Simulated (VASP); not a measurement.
Input:

```
NaI
1.0
    0.00000     3.35435     3.35435
    3.35435     0.00000     3.35435
    3.35435     3.35435     0.00000
Na I
1 1
Direct
  0.00000   0.00000   0.00000
  0.50000   0.50000   0.50000
```

Calculation: PBE GGA, VASP's PBE PAW potentials (set 64) (plane waves; VASP). Run with 480 eV cut-off, 6×6×6 Γ-centred mesh, Gaussian smearing of 0.050 eV, potentials Na_pv I.

Give the stress tensor in GPa (positive for a compressed cell).

```
-1.04   0.00   0.00
 0.00  -1.04   0.00
 0.00   0.00  -1.04
```
The pressure is its mean diagonal, -1.04 GPa.

The compound is NaI in the rock salt structure. This cell was strained or had an atom moved on purpose.
